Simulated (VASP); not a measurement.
An input for Quantum ESPRESSO's pw.x (written as the equivalent of a VASP run, and not itself run):

```
&CONTROL
  calculation = 'vc-relax'
  pseudo_dir = './pseudo'
  outdir = './out'
  tprnfor = .true.
  tstress = .true.
  nstep = 30
  forc_conv_thr = 0.00039
/
&SYSTEM
  ibrav = 0
  nat = 4
  ntyp = 2
  ecutwfc = 84
  occupations = 'smearing'
  smearing = 'gaussian'
  degauss = 0.003675
  input_dft = 'revpbe'
/
&ELECTRONS
  conv_thr = 7.3e-09
  electron_maxstep = 100
/
&IONS
/
&CELL
  cell_dofree = 'shape'
/
ATOMIC_SPECIES
  Ga 69.723 Ga.upf
  N 14.007 N.upf
CELL_PARAMETERS angstrom
     1.6186109   -2.8035162    0.0000000
     1.6186109    2.8035162    0.0000000
     0.0000000    0.0000000    5.2687160
ATOMIC_POSITIONS crystal
  Ga   0.6666670  0.3333330  0.5000338
  Ga   0.3333330  0.6666670  0.0000338
  N    0.6666670  0.3333330  0.8769662
  N    0.3333330  0.6666670  0.3769662
K_POINTS automatic
  8 8 4 0 0 0
```

Task: Write the VASP files for the same calculation (revPBE).

Result: This is not unique; one that fits is 
INCAR:
```
# general
SYSTEM  = GaN
PREC    = Accurate
ENCUT   = 520
LREAL   = .False.
LASPH   = .True.

# electronic loop
EDIFF   = 1E-7
NELM    = 100
ALGO    = Normal
LMAXMIX = 4

# smearing
ISMEAR  = 0
SIGMA   = 0.05

# functional
GGA     = RE

# ions
IBRION  = 2
NSW     = 30
ISIF    = 4
EDIFFG  = -0.01

# output
LWAVE   = .False.
LCHARG  = .False.
```

**POSCAR**
```
GaN
1.0
  1.6186108680  -2.8035162212   0.0000000000
  1.6186108680   2.8035162212   0.0000000000
  0.0000000000   0.0000000000   5.2687160203
Ga N
2 2
Cartesian
  1.6186108680  -0.9345072761   2.6345363399
  1.6186108680   0.9345072761   0.0001783297
  1.6186108680  -0.9345072761   4.6204856201
  1.6186108680   0.9345072761   1.9861276099
```

KPOINTS:
```
Automatic mesh
0
Gamma
8 8 4
0 0 0
```

POTCAR, in this order: Ga_d N (PBE.64 set). Program: vasp_std.

The two are equivalent in intent, not identical: the potentials are each code's own (VASP's PAW set, PseudoDojo norm-conserving files in pw.x), so ENCUT and ecutwfc are chosen apart and not converted; conv_thr bounds pw.x's estimated SCF error, while EDIFF bounds the energy change between steps; forc_conv_thr acts on force components and is met together with etot_conv_thr.

The compound is GaN in the wurtzite structure. This run relaxes it. Symmetry was kept, so distortions that lower it aren't found.
